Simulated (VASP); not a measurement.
Here is the system:

```
Ca
1.0
    0.00000     2.76616     2.76616
    2.76616     0.00000     2.76616
    2.76616     2.76616     0.00000
Ca
1
Cartesian
  0.00000   0.00000   0.00000
```

Computed with TPSS meta-GGA, VASP's PBE PAW potentials (set 64) (plane waves; VASP). Settings: 520 eV cut-off, 13×13×13 Γ-centred mesh, tetrahedra with Blöchl corrections, potentials Ca_sv.

Question: Give the energies of bands 5 to 8 at the high-symmetry points, in eV from the Fermi level.

Answer: 
| band | Γ | X | U | L | W |
|---|---|---|---|---|---|
| 5 | -3.99 | -0.41 | 0.05 | -0.92 | 0.22 |
| 6 | 2.46 | 0.65 | 0.47 | -0.20 | 0.73 |
| 7 | 2.46 | 0.95 | 0.84 | 2.34 | 0.73 |
| 8 | 2.46 | 4.25 | 3.39 | 2.34 | 2.69 |

It has no gap at this level: it comes out as a metal or semimetal.

The compound is Ca in the fcc structure. It was relaxed first.
